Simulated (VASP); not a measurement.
Energy against volume of Si (diamond). Calculation: r2SCAN+rVV10, VASP's PBE PAW potentials (set 64) (plane waves; VASP). Numerical set-up: 520 eV cut-off, 8×8×8 Γ-centred mesh, Gaussian smearing of 0.050 eV, potentials Si.

| V (Å³/atom) | E (eV/atom) |
|---|---|
| 19.423 | -8.69463 |
| 20.024 | -8.70063 |
| 20.625 | -8.69544 |
| 21.225 | -8.68069 |

**Question.** Fit these four points and predict the energy of the run at 18.823 Å³/atom.

**Answer.** A cubic in V^(−2/3), the third-order Birch-Murnaghan form, passes through the four points with V0 = 20.03 Å³/atom and B0 = 99 GPa, and gives -8.6756 eV/atom there. The run gave -8.6756 eV/atom, +0.0 meV/atom from the fit; all five points give B0 = 99 GPa.

The compound is Si in the diamond structure. It was relaxed first.
